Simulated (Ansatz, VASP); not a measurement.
# Ca3SiS in two plane-wave programs

Aim: how closely do two programs agree when they are given the same cell, functional and k mesh? The cell is generated by rule, not measured, and may not be a known phase. The cell is taken from a series of runs on this material, whose earlier steps may have relaxed, scaled, displaced or heated it; both programs get it as it stands.

Calculated with Ansatz 0.2.0; plane waves, with VASP 6.6.1 beside it; zone-centre phonons at LDA.

The structure was built from a prototype and need not be the compound's stable phase.

## 1. Set-up

Symmetry: Pm-3m, No. 221, cubic system. Conventional cell: a = 5.104 Å, b = 5.104 Å, c = 5.104 Å, α = 90.00°, β = 90.00°, γ = 90.00°. Si has 12 Ca at 3.61 Å nearest. Nearest to S lie 6 Ca at 2.55 Å. Ca has 2 S at 2.55 Å and 8 Ca at 3.61 Å and 4 Si at 3.61 Å nearest. Farther neighbours and most contacts between anions are not listed.

## 2. Ansatz: zone-centre phonons, LDA

Ansatz runs on norm-conserving files, of PseudoDojo where its log says so.

Second derivatives magnify differences that forces hide, and they need a tight electronic threshold.

The input, input.yaml:

```yaml
crystal:
  lattice:
    - [5.1035223789, 0.0, 0.0]
    - [0.0, 5.1035223789, 0.0]
    - [0.0, 0.0, 5.1035223789]
  atoms:
    - { symbol: Si, position: [0.0, 0.0, 0.0] }
    - { symbol: S, position: [0.5, 0.5, 0.5] }
    - { symbol: Ca, position: [0.5, 0.5, 0.0] }
    - { symbol: Ca, position: [0.5, 0.0, 0.5] }
    - { symbol: Ca, position: [0.0, 0.5, 0.5] }
kpoints:
  mp_grid: { grid: [6, 6, 6] }
hamiltonian:
  xc: lda
  pseudopotentials: { kind: nc, accuracy: standard }
scf:
  occupations: { method: gaussian, width: 0.02721 }
output:
  eigenvalues: true
basis:
  ecutwfc: 816.342
phonons:
  method: dfpt
```

Run with:

```
$ ansatz run input.yaml --threads 4 --pin off --max-ram 8192MiB --backend cpu --events-out ev --progress --plain --runs-dir out
```

Output:

```text
Warning: basis.ecutwfc = 816.342 eV is below the records' recommended 979.609905 eV, and the density's cutoff is lower with it unless basis.ecutrho_ratio is high enough to keep the records' density cutoff: compare with a run at a higher cutoff
zone centre: on kpoints.mp_grid the ground state, and the responses unless they are solved on pairs of k-points, stand on 64 of the mesh's 216 k-points, reduced under 8 symmetry operations, with k and −k counted as one. Each operation leaves every solved displacement unchanged or reverses it
Engine: ansatz 0.2.0, aarch64-unknown-linux-gnu
Pseudopotentials: kind: nc
Pseudopotential: Si, nc, valence charge 4, recommended cutoff 435.38218 eV (normal), Si.nc.azcp (PseudoDojo's, or run here from an input of PseudoDojo's; its table is named by hamiltonian.pseudopotentials.accuracy)
Pseudopotential: S, nc, valence charge 6, recommended cutoff 734.707429 eV (normal), S.nc.azcp (PseudoDojo's, or run here from an input of PseudoDojo's; its table is named by hamiltonian.pseudopotentials.accuracy)
Pseudopotential: Ca, nc, valence charge 10, recommended cutoff 979.609905 eV (normal), Ca.nc.azcp (PseudoDojo's, or run here from an input of PseudoDojo's; its table is named by hamiltonian.pseudopotentials.accuracy)
Functional definition: SPW92
  exchange = slater_x
  correlation = pw_c
Crystal: 5 atoms, lattice volume = 132.926 Å³
Basis set: ecut = 816.342 eV, 7075 PW (Γ), exchange–correlation on 96×96×96 points (8 copies of the dense FFT grid, shifted against one another)
Bands: 25, of which v1, the nominal top of the filled ones, is band 20 counted from 1 (19 counted from 0)
Symmetry: 48 space group operations
k-points: 64 of 216 (irreducible under 8 space group operations)
Non-local potential: Si, projectors of the file, l = 0: 2, l = 1: 2, l = 2: 2
Non-local potential: S, projectors of the file, l = 0: 2, l = 1: 2, l = 2: 2
Non-local potential: Ca, projectors of the file, l = 0: 2, l = 1: 2, l = 2: 2
Initial density: superposition of atomic densities (chi_scale 0.1, normalization cell, long waves kept (reshape's long-wave potential 0.00 eV rms))
Initial wavefunctions: pseudopotential atomic-orbital guess
Functional: x = slater, c = lda
SCF iter   1: F=—  HF=-3578.923057 eV  |F-HF|=—  |Δ(HF+E_count)|=         —  Δρ=2.80e-2  dr2=1.19e0  ethr=3.10e-3  ⟨swp⟩=18.1  Hψ=14852  notcnv=0
preconditioner: auto → Resta (q_TF=auto, 2.233 Å⁻¹)  ε∞=7.7  [insulator: Δε(μ)=0.057 eV  Ē_g=4.664 eV  σ=0.027 eV  W_gap=0.86  n_scr=26 (ndim 8)  ℏωp=12.1 eV  f_vac=0.000  D(μ)=0.51/eV (n_scr^D=0)  ε∞_Penn≈7.7]
SCF iter   2: F=—  HF=-3578.584695 eV  |F-HF|=—  |Δ(HF+E_count)|=   3.38e-1  Δρ=1.37e-2  dr2=2.91e-1  ethr=2.97e-3  ⟨swp⟩=14.8  Hψ=20669  notcnv=0  defer=1
automatic band count: the SCF goes on with 30 bands, as 25 were too few: they end inside the smearing window of the response
SCF iter   3: F=—  HF=-3578.527006 eV  |F-HF|=—  |Δ(HF+E_count)|=   5.77e-2  Δρ=3.92e-3  dr2=2.04e-2  ethr=7.27e-4  ⟨swp⟩=4.2  Hψ=4489  notcnv=0  defer=247
SCF iter   4: F=—  HF=-3578.526403 eV  |F-HF|=—  |Δ(HF+E_count)|=   6.03e-4  Δρ=9.23e-4  dr2=1.91e-3  ethr=5.09e-5  ⟨swp⟩=3.5  Hψ=2705  notcnv=0  defer=247
SCF iter   5: F=—  HF=-3578.526493 eV  |F-HF|=—  |Δ(HF+E_count)|=   8.98e-5  Δρ=2.78e-4  dr2=1.54e-4  ethr=4.76e-6  ⟨swp⟩=2.0  Hψ=1949  notcnv=0  defer=247
SCF iter   6: F=—  HF=-3578.526477 eV  |F-HF|=—  |Δ(HF+E_count)|=   1.60e-5  Δρ=4.77e-5  dr2=2.98e-6  ethr=3.85e-7  ⟨swp⟩=2.0  Hψ=2021  notcnv=0  defer=247
SCF iter   7: F=—  HF=-3578.526683 eV  |F-HF|=—  |Δ(HF+E_count)|=   2.07e-4  Δρ=1.36e-5  dr2=3.73e-7  ethr=7.45e-9  ⟨swp⟩=2.3  Hψ=3203  notcnv=0  defer=247
SCF iter   8: F=—  HF=-3578.526683 eV  |F-HF|=—  |Δ(HF+E_count)|=   4.02e-8  Δρ=2.57e-6  dr2=1.03e-8  ethr=9.33e-10  ⟨swp⟩=2.0  Hψ=2032  notcnv=0  defer=247
SCF iter   9: F=—  HF=-3578.526683 eV  |F-HF|=—  |Δ(HF+E_count)|=   1.18e-9  Δρ=3.82e-7  dr2=2.91e-10  ethr=2.57e-11  ⟨swp⟩=2.3  Hψ=2347  notcnv=0  defer=247
SCF iter  10: F=—  HF=-3578.526683 eV  |F-HF|=—  |Δ(HF+E_count)|=  4.05e-11  Δρ=1.01e-7  dr2=1.76e-11  ethr=1.00e-12  ⟨swp⟩=3.0  Hψ=3222  notcnv=0  defer=247
SCF iter  11: F=-3578.526683 eV  HF=-3578.526683 eV  |F-HF|=9.09e-13  |Δ(HF+E_count)|=  3.64e-12  Δρ=1.60e-8  dr2=4.81e-13  ethr=1.00e-12  ⟨swp⟩=18.2  Hψ=13171  notcnv=0
SCF 1 converged in 11 iterations: F = -3578.526683 eV  dr2 = 4.81e-13
DFPT response loops at Γ: preconditioner auto → Kerker (q_TF=auto, 2.233 Å⁻¹) (partly filled bands, converged f_vac=0.000); β = 1.00, the filter's whole step (`scf.mixing.beta` (0.50) is not read by the response loops under this deck's `scf.mixing.preconditioner`; to damp them name `kerker` or `kerker_dos`, under which they read `scf.mixing.beta`, and type it under 1.00, their step now; both keys bind the ground state too); Broyden in place of MSR1
SCF converged after 11 iterations
Free energy (F): -3578.526683 eV
Harris-Foulkes:  -3578.526683 eV  (|F-HF|=9.09e-13)
Internal energy: -3578.526521 eV  (E = F + TS)
E sigma→0 (E₀):  -3578.526602 eV
Entropy (-TS):   -0.000162 eV (-0.032 meV/atom)
Fermi energy:    7.036095 eV
--- Per-component energies (eV) ---
  E_band       = -450.637976
  E_kinetic    = 1236.800655
  E_local      = -3100.589888  (includes V_loc(G=0)·N_el)
  E_nonlocal   = 314.517235
  E_hartree    = 896.539172
  E_xc         = -723.497905
  E_vxc        = -694.444322  (∫ρ·V_xc dr)
  E_ewald      = -2202.295789
  E_smearing   = -0.000162  (= −TS)
  E_closure    = 0.000000  (closes the sum)
  Σ components = -3578.526683   (vs F -3578.526683, Δ=0.00e0)
--- Band table (eV; the first three rows and the last of 64) ---
  k-point 0: bands = [... 16 lower, 2.8096, 7.0083, 7.0083, 7.0083, 7.1159, 7.1159, 7.1159, 7.1290, ... 6 higher]
  k-point 1: bands = [... 16 lower, 2.7686, 5.9098, 6.5567, 6.5567, 7.0704, 7.3067, 7.5944, 7.7851, ... 6 higher]
  k-point 2: bands = [... 16 lower, 2.6901, 4.8963, 6.2664, 6.2664, 7.2118, 7.7688, 8.1375, 8.6380, ... 6 higher]
  k-point 63: bands = [... 16 lower, 1.1666, 5.6118, 5.6118, 5.6118, 8.1701, 8.1701, 8.1701, 9.3163, ... 6 higher]
--- Phonons (Γ-DFPT): 4 representative perturbations + reference, on 64 of 216 k-points (Σ response iterations 13) ---
  k mesh reduced under 8 symmetry operations, with k and −k counted as one. Each operation leaves every solved displacement unchanged or reverses it
  ASR residual: 2.574e-5 → 0.000e0 eV/Å²; symmetrization residual: 1.258e-5 eV/Å²
  ASR residual per site (eV/Å²): 1.42e-5 6.79e-6 2.57e-5 2.57e-5 2.57e-5
  Γ frequencies (cm⁻¹): -92.26 -92.26 -92.26 0.00 0.00 0.00 41.05 41.05 41.05 156.63 156.63 156.63 417.53 417.53 417.53
  non-analytic LO–TO correction: not included (Born effective charges unavailable; polar crystals: no LO–TO splitting at Γ)
```

## 3. VASP: zone-centre phonons, LDA

The same cell, functional (in two slightly different forms), mesh and smearing now go to VASP, with its own data sets.

Lines of VASP's logs that name or quote its potential files are left out, and so is its time.

The input, INCAR:

```
SYSTEM = Ca3SiS
PREC = Accurate
ENCUT = 500
EDIFF = 1E-08
NELM = 120
ISMEAR = 0
SIGMA = 0.02721
LREAL = .FALSE.
ALGO = Normal
GGA = CA
NBANDS = 26
LORBIT = 11
LWAVE = .FALSE.
LCHARG = .FALSE.
ISIF = 2
IBRION = 8
LASPH = .TRUE.
GGA_COMPAT = .FALSE.
KPAR = 2
```

The input, POSCAR:

```
Ca3SiS
1.0
    5.1035223789      0.0000000000      0.0000000000
    0.0000000000      5.1035223789      0.0000000000
    0.0000000000      0.0000000000      5.1035223789
Si S Ca
1 1 3
Direct
    0.0000000000      0.0000000000      0.0000000000
    0.5000000000      0.5000000000      0.5000000000
    0.5000000000      0.5000000000      0.0000000000
    0.5000000000      0.0000000000      0.5000000000
    0.0000000000      0.5000000000      0.5000000000
```

The input, KPOINTS:

```
Automatic mesh
0
Gamma
6 6 6
0 0 0
```

Potentials, in the order of the species: Si, S and Ca_sv (LDA family, release 64).

Run with:

```
$ mpirun -np 2 vasp_std
```

Output:

```text
[banner, memory and clock lines left out]
running    2 mpi-ranks, on    1 nodes
 distrk:  each k-point on    1 cores,    2 groups
 distr:  one band on    1 cores,    1 groups

 POSCAR found type information on POSCAR SiS Ca
 POSCAR found :  3 types and       5 ions
 LDA part: xc-table for (Slater(with rela. corr.)+CA(PZ))
 , standard interpolation
 POSCAR, INCAR and KPOINTS ok, starting setup
 FFT: planning ... GRIDC
 FFT: planning ... GRID_SOFT
 FFT: planning ... GRID
 WAVECAR not read
 entering main loop
       N       E                     dE             d eps       ncg     rms          rms(c)
DAV:   1     0.365497777340E+03    0.36550E+03   -0.19155E+04  1040   0.138E+03
DAV:   2     0.200426354209E+01   -0.36349E+03   -0.35921E+03  1192   0.397E+02
DAV:   3    -0.207000452151E+02   -0.22704E+02   -0.22331E+02  1620   0.814E+01
DAV:   4    -0.223894862543E+02   -0.16894E+01   -0.16855E+01  1768   0.197E+01
DAV:   5    -0.224420841733E+02   -0.52598E-01   -0.52575E-01  1556   0.320E+00    0.834E+00
DAV:   6    -0.218380100884E+02    0.60407E+00   -0.13227E+00  1246   0.448E+00    0.558E+00
DAV:   7    -0.217396775978E+02    0.98332E-01   -0.61258E-01  1334   0.359E+00    0.216E+00
DAV:   8    -0.217358855482E+02    0.37920E-02   -0.16924E-01  1334   0.168E+00    0.707E-01
DAV:   9    -0.217336513196E+02    0.22342E-02   -0.19283E-02  1334   0.528E-01    0.220E-01
DAV:  10    -0.217339932185E+02   -0.34190E-03   -0.28209E-03  1774   0.217E-01    0.704E-02
DAV:  11    -0.217339858032E+02    0.74153E-05   -0.29203E-04  1424   0.109E-01    0.270E-02
DAV:  12    -0.217339905947E+02   -0.47915E-05   -0.47533E-05  1396   0.320E-02    0.223E-02
DAV:  13    -0.217339883979E+02    0.21968E-05   -0.12390E-05  1212   0.148E-02    0.413E-03
DAV:  14    -0.217339884206E+02   -0.22716E-07   -0.65566E-07  1630   0.405E-03    0.194E-03
DAV:  15    -0.217339883967E+02    0.23897E-07   -0.25805E-07  1126   0.155E-03    0.102E-03
DAV:  16    -0.217339883916E+02    0.50754E-08   -0.48263E-08  1104   0.847E-04
   1 F= -.21733988E+02 E0= -.21733909E+02  d E =-.159332E-03
 Linear response reoptimize wavefunctions to high precision
DAV:   1    -0.217339883914E+02    0.17371E-09   -0.34459E-09   918   0.341E-04
DAV:   2    -0.217339883915E+02   -0.92768E-10   -0.32825E-10   702   0.120E-04
 Linear response DOF=           4
 Linear response progress:
  Degree of freedom:   1/  4
       N       E                     dE             d eps       ncg     rms          rms(c)
RMM:   1    -0.221175907930E-01   -0.22118E-01    0.33471E-03  4024   0.358E-01
RMM:   2    -0.202578427333E-01    0.18597E-02   -0.24488E-03  4182   0.108E-01    0.461E-02
RMM:   3    -0.202621225005E-01   -0.42798E-05   -0.38918E-04  3462   0.602E-02    0.251E-02
RMM:   4    -0.203764740702E-01   -0.11435E-03   -0.19388E-04  3821   0.404E-02    0.962E-03
RMM:   5    -0.203698965278E-01    0.65775E-05   -0.33755E-05  3924   0.234E-02    0.285E-03
RMM:   6    -0.203783715338E-01   -0.84750E-05   -0.10943E-05  3937   0.926E-03    0.190E-03
RMM:   7    -0.203743827608E-01    0.39888E-05   -0.17625E-06  3953   0.550E-03    0.591E-04
RMM:   8    -0.203757292973E-01   -0.13465E-05   -0.36610E-06  4330   0.316E-03    0.546E-04
RMM:   9    -0.203762887705E-01   -0.55947E-06    0.50024E-06  4575   0.145E-03    0.450E-04
RMM:  10    -0.203765396493E-01   -0.25088E-06    0.29812E-08  4515   0.823E-04    0.133E-04
RMM:  11    -0.203770036097E-01   -0.46396E-06    0.26333E-06  4260   0.529E-04    0.656E-05
RMM:  12    -0.203769340210E-01    0.69589E-07    0.30639E-07  4840   0.295E-04    0.630E-05
RMM:  13    -0.203769589544E-01   -0.24933E-07    0.49205E-07  4745   0.174E-04    0.416E-05
RMM:  14    -0.203768466719E-01    0.11228E-06   -0.21536E-08  4238   0.136E-04    0.189E-05
RMM:  15    -0.203768789695E-01   -0.32298E-07    0.31544E-08  4753   0.909E-05    0.128E-05
RMM:  16    -0.203768679750E-01    0.10995E-07    0.46791E-08  4789   0.656E-05    0.803E-06
RMM:  17    -0.203768475326E-01    0.20442E-07    0.28333E-08  4316   0.561E-05    0.456E-06
RMM:  18    -0.203768548662E-01   -0.73336E-08   -0.48150E-08  4494   0.448E-05    0.154E-06
 first order change of Fermi-energy  -0.23809E-03
 force on displaced ion       1 direction 1 :  -0.178   0.000  -0.000
 Linear response progress:
  Degree of freedom:   2/  4
       N       E                     dE             d eps       ncg     rms          rms(c)
RMM:   1    -0.130075621492E+00   -0.13008E+00   -0.99914E-02  4318   0.132E+00
RMM:   2    -0.116969983154E+00    0.13106E-01   -0.16662E-02  4165   0.385E-01    0.109E-01
RMM:   3    -0.117650973556E+00   -0.68099E-03   -0.19653E-03  3604   0.143E-01    0.457E-02
RMM:   4    -0.118276342308E+00   -0.62537E-03   -0.69070E-04  4037   0.722E-02    0.188E-02
RMM:   5    -0.118317552827E+00   -0.41211E-04   -0.12195E-04  4163   0.323E-02    0.163E-02
RMM:   6    -0.118358126980E+00   -0.40574E-04   -0.69331E-05  4578   0.133E-02    0.801E-03
RMM:   7    -0.118391887952E+00   -0.33761E-04   -0.10062E-05  4077   0.800E-03    0.533E-03
RMM:   8    -0.118389063961E+00    0.28240E-05    0.60125E-06  4754   0.346E-03    0.295E-03
RMM:   9    -0.118390306430E+00   -0.12425E-05    0.32478E-06  4744   0.146E-03    0.257E-03
RMM:  10    -0.118392929679E+00   -0.26232E-05    0.17308E-06  4297   0.932E-04    0.121E-03
RMM:  11    -0.118395146584E+00   -0.22169E-05    0.12709E-05  4550   0.614E-04    0.523E-04
RMM:  12    -0.118395363717E+00   -0.21713E-06    0.55974E-06  4831   0.325E-04    0.345E-04
RMM:  13    -0.118395812186E+00   -0.44847E-06    0.19981E-06  4603   0.207E-04    0.901E-05
RMM:  14    -0.118395876498E+00   -0.64312E-07    0.15848E-06  4989   0.138E-04    0.581E-05
[...]
RMM:  20    -0.118395974488E+00   -0.16839E-09    0.21549E-07  3703   0.582E-05    0.453E-07
RMM:  21    -0.118395972245E+00    0.22426E-08    0.32349E-07  3639   0.567E-05    0.413E-07
RMM:  22    -0.118395972905E+00   -0.65975E-09    0.25299E-07  3592   0.557E-05    0.532E-07
RMM:  23    -0.118395974399E+00   -0.14940E-08    0.33954E-07  3566   0.551E-05    0.611E-07
RMM:  24    -0.118395976398E+00   -0.19997E-08    0.22089E-07  3524   0.547E-05    0.561E-07
RMM:  25    -0.118395974497E+00    0.19018E-08    0.30976E-07  3402   0.543E-05    0.299E-07
RMM:  26    -0.118395974558E+00   -0.61260E-10    0.28873E-07  3362   0.542E-05    0.297E-07
RMM:  27    -0.118395977041E+00   -0.24831E-08    0.66225E-08  3338   0.541E-05    0.292E-07
 first order change of Fermi-energy  -0.30503E-03
 force on displaced ion       2 direction 1 : -11.073   0.000  -0.000
 Linear response progress:
  Degree of freedom:   3/  4
       N       E                     dE             d eps       ncg     rms          rms(c)
RMM:   1    -0.451903624207E+00   -0.45190E+00    0.16794E+00  3866   0.990E+00
RMM:   2    -0.415071071496E+00    0.36833E-01   -0.12932E-01  5563   0.186E+00    0.186E-01
RMM:   3    -0.416532947480E+00   -0.14619E-02   -0.17437E-02  6108   0.529E-01    0.144E-01
RMM:   4    -0.416824719798E+00   -0.29177E-03   -0.27692E-03  6898   0.221E-01    0.569E-02
RMM:   5    -0.416825258586E+00   -0.53879E-06   -0.67606E-04  7207   0.870E-02    0.252E-02
RMM:   6    -0.416748608171E+00    0.76650E-04   -0.13437E-04  7451   0.415E-02    0.670E-03
RMM:   7    -0.416754150460E+00   -0.55423E-05   -0.59821E-05  7280   0.222E-02    0.573E-03
RMM:   8    -0.416734718767E+00    0.19432E-04   -0.27448E-05  7578   0.125E-02    0.112E-03
RMM:   9    -0.416723863326E+00    0.10855E-04   -0.18942E-05  7767   0.829E-03    0.227E-04
RMM:  10    -0.416725430874E+00   -0.15675E-05   -0.13168E-05  7813   0.593E-03    0.352E-04
RMM:  11    -0.416725363889E+00    0.66985E-07   -0.12145E-05  7781   0.475E-03    0.279E-04
RMM:  12    -0.416724889885E+00    0.47400E-06   -0.10290E-05  7423   0.407E-03    0.886E-05
RMM:  13    -0.416724882256E+00    0.76290E-08   -0.89412E-06  7977   0.350E-03    0.544E-05
RMM:  14    -0.416725450760E+00   -0.56850E-06   -0.76177E-06  7641   0.312E-03    0.293E-05
[...]
RMM:  22    -0.416727237192E+00   -0.17274E-06   -0.31166E-06  7815   0.162E-03    0.109E-04
RMM:  23    -0.416727351959E+00   -0.11477E-06   -0.28565E-06  7833   0.152E-03    0.118E-04
RMM:  24    -0.416727431552E+00   -0.79593E-07   -0.25664E-06  8285   0.142E-03    0.129E-04
RMM:  25    -0.416727509657E+00   -0.78105E-07   -0.24130E-06  7775   0.134E-03    0.138E-04
RMM:  26    -0.416727549745E+00   -0.40087E-07   -0.21066E-06  7377   0.126E-03    0.151E-04
RMM:  27    -0.416727612053E+00   -0.62308E-07   -0.20840E-06  7373   0.119E-03    0.161E-04
RMM:  28    -0.416727640389E+00   -0.28336E-07   -0.17523E-06  7352   0.112E-03    0.171E-04
RMM:  29    -0.416727688588E+00   -0.48200E-07   -0.17063E-06  7033   0.106E-03    0.180E-04
 first order change of Fermi-energy   0.26706E-03
 force on displaced ion       3 direction 1 :  -0.308   0.000   0.000
 Linear response progress:
  Degree of freedom:   4/  4
       N       E                     dE             d eps       ncg     rms          rms(c)
RMM:   1    -0.440126388811E+00   -0.44013E+00    0.18901E+00  2610   0.955E+00
RMM:   2    -0.401613601903E+00    0.38513E-01   -0.10677E-01  3569   0.175E+00    0.215E-01
RMM:   3    -0.402789664624E+00   -0.11761E-02   -0.16866E-02  3852   0.548E-01    0.156E-01
RMM:   4    -0.402383761171E+00    0.40590E-03   -0.30196E-03  4061   0.258E-01    0.402E-02
RMM:   5    -0.402457923639E+00   -0.74162E-04   -0.93586E-04  4344   0.958E-02    0.387E-02
RMM:   6    -0.402171160820E+00    0.28676E-03   -0.16164E-04  4225   0.563E-02    0.230E-02
RMM:   7    -0.402264854355E+00   -0.93694E-04   -0.81877E-05  4347   0.284E-02    0.265E-03
RMM:   8    -0.402262176776E+00    0.26776E-05   -0.33607E-05  4735   0.134E-02    0.231E-03
RMM:   9    -0.402261528946E+00    0.64783E-06   -0.16187E-05  4898   0.682E-03    0.210E-03
RMM:  10    -0.402245786507E+00    0.15742E-04   -0.90362E-06  4365   0.533E-03    0.693E-04
RMM:  11    -0.402248388695E+00   -0.26022E-05   -0.78363E-06  4486   0.352E-03    0.326E-04
RMM:  12    -0.402252048111E+00   -0.36594E-05   -0.57254E-06  4829   0.263E-03    0.294E-04
RMM:  13    -0.402252740346E+00   -0.69224E-06   -0.44447E-06  4905   0.204E-03    0.350E-04
RMM:  14    -0.402252455045E+00    0.28530E-06   -0.34724E-06  4922   0.165E-03    0.450E-04
RMM:  15    -0.402252214025E+00    0.24102E-06   -0.25498E-06  3960   0.151E-03    0.393E-04
RMM:  16    -0.402252857940E+00   -0.64392E-06   -0.18957E-06  4733   0.119E-03    0.377E-04
RMM:  17    -0.402253181371E+00   -0.32343E-06   -0.14454E-06  4804   0.991E-04    0.406E-04
 first order change of Fermi-energy   0.61171E-03
 force on displaced ion       3 direction 3 :   0.000   0.000 -14.263
 Linear response finished
```

(Continued in part 2 of 2.)

[Lines on the potential files, build, host, timing and source positions are cut from VASP's logs without a mark.]

[Logs are printed without paths, hosts, clocks, repeated set-up lines and the standing remarks that a program may print on its own settings, such as how far it seeks lower states.]

[Hosts, paths, dates, database ids (printed as entryN), source tags and the programs' standing remarks are cut or masked in the printed files.]
